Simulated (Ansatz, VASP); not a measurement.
## One calculation of Sn3Bi, two programs

```
Sn Bi
1.0
     0.00000    3.76577    3.76577
     3.76577    0.00000    3.76577
     3.76577    3.76577    0.00000
Sn Bi
3 1
Direct
  0.00000 0.00000 0.00000
  0.25000 0.25000 0.25000
  0.75000 0.75000 0.75000
  0.50000 0.50000 0.50000
```

Alike in both runs: functional LDA; k mesh 10 × 10 × 10; occupations gaussian, width 0.1 eV; no spin polarisation.

Ansatz relaxed the structure, and its values are those at the end. VASP's run is a single point on that final structure, the one shown.

|  | VASP | Ansatz |
| --- | --- | --- |
| version | VASP 6.6.1 | Ansatz 0.2.0 |
| potentials or method | VASP PAW LDA potentials, release 64 (Sn_d, Bi_d) | scalar-relativistic, plane waves, PAW |
| plane-wave cutoff (eV) | 520 | 420 |
| valence electrons in the cell | 57 | 57 |

|  | VASP | Ansatz | Ansatz less VASP |
| --- | --- | --- | --- |
| gap on the k mesh at the Fermi level (eV) | none | none | - |
| pressure (GPa) | 0.0 | 0.0 | +0.01 |

A gap of «none» marks a metal or a gap that the smearing closes.

Caveats: spin-orbit coupling is left out, which moves the levels of the heavy elements.
